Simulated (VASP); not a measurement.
Input:

```
BaTe
1.0
    0.00000     3.49807     3.49807
    3.49807     0.00000     3.49807
    3.49807     3.49807     0.00000
Ba Te
1 1
Direct
  0.00000   0.00000   0.00000
  0.50000   0.50000   0.50000
```

Computed with PBE GGA with D4 dispersion, VASP's PBE PAW potentials (set 64) (plane waves; VASP 6.6.1). Settings: 520 eV cut-off, Gaussian smearing of 0.050 eV, potentials Ba_sv Te.

Unless said otherwise, spin-orbit coupling is left out, though it shifts the bands of the heavy elements here.

Task: Predict the band gap (along the path) with the smallest direct gap where there is one.

Result: 
```
Quantity                                Value
------------------------------------  -------
band gap (along the path)             1.52 eV
smallest direct gap (along the path)  1.90 eV
```

The compound is BaTe in the rock salt structure. It was relaxed first.
